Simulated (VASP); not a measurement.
Calculation: r2SCAN meta-GGA, VASP's PBE PAW potentials (set 64) (plane waves; VASP 6.6.1).

A VASP calculation is set up with these files.

POSCAR:
```
Ta2N
1.0
  3.0871802606   0.0000000000   0.0000000000
 -1.5435901303   2.6735766893   0.0000000000
  0.0000000000   0.0000000000   4.8049496661
Ta N
2 1
direct
  0.6666670000   0.3333330000   0.7471862202
  0.3333330000   0.6666670000   0.2528137798
  1.0000000000   0.0000000000   0.0000000000
```

File KPOINTS:
```
Automatic mesh
0
Gamma
10 10 6
0 0 0
```

INCAR:
```
# general
SYSTEM  = Ta2N
PREC    = Accurate
ENCUT   = 520   # plane-wave cut-off (eV)
LREAL   = .False.   # projection in real space or not
LASPH   = .True.   # aspherical one-centre terms

# electronic loop
EDIFF   = 1E-6
NELM    = 100   # most electronic steps
ALGO    = Normal   # blocked Davidson
LMAXMIX = 6   # l cut-off of mixed one-centre charges
LMIXTAU = .True.

# smearing
ISMEAR  = 1   # Methfessel-Paxton
SIGMA   = 0.1

# functional
METAGGA = R2SCAN

# ions
IBRION  = 2   # conjugate gradients
NSW     = 60
ISIF    = 3   # ions, shape and volume
EDIFFG  = -0.02   # ionic stop

# output
LWAVE   = .False.
LCHARG  = .False.
```

POTCAR, in this order: Ta_pv N (PBE.64 set). Program: vasp_std.

Unless said otherwise, spin-orbit coupling is left out, though it shifts the bands of the heavy elements here.

**Question.** Estimate the energy per atom (σ→0), volume per atom, band gap (on the k-mesh).

**Answer.** 
The energy per atom (σ→0) is -36.344 eV/atom. The band gap (on the k-mesh) is none (metal, semimetal or under 0.01 eV) and the volume per atom comes out as 13.39 Å³/atom.

OSZICAR:
```
...
DAV:   2    -0.109030799150E+03    0.56698E-03   -0.39537E-03  2755   0.593E-01    0.121E-01
DAV:   3    -0.109030622826E+03    0.17632E-03   -0.89242E-04  3029   0.294E-01    0.379E-02
DAV:   4    -0.109030639327E+03   -0.16501E-04   -0.53823E-05  3289   0.724E-02    0.258E-02
DAV:   5    -0.109030631350E+03    0.79771E-05   -0.31887E-05  2685   0.541E-02    0.113E-02
DAV:   6    -0.109030645494E+03   -0.14145E-04   -0.25748E-05  2604   0.492E-02    0.464E-03
DAV:   7    -0.109030646784E+03   -0.12894E-05   -0.16878E-06  1879   0.121E-02    0.167E-03
DAV:   8    -0.109030646958E+03   -0.17437E-06   -0.22271E-07  1289   0.429E-03
   9 F= -.10903065E+03 E0= -.10903113E+03  d E =-.430772E-03
```

The structure comes from a computed database's Ta2N entry (P-3m1); how it stands against other phases isn't given here. This run relaxes it. Symmetry was kept, so distortions that lower it aren't found. The start is the result of an earlier pass. The electron count is odd and the run is not spin-polarised, which forces a metal.
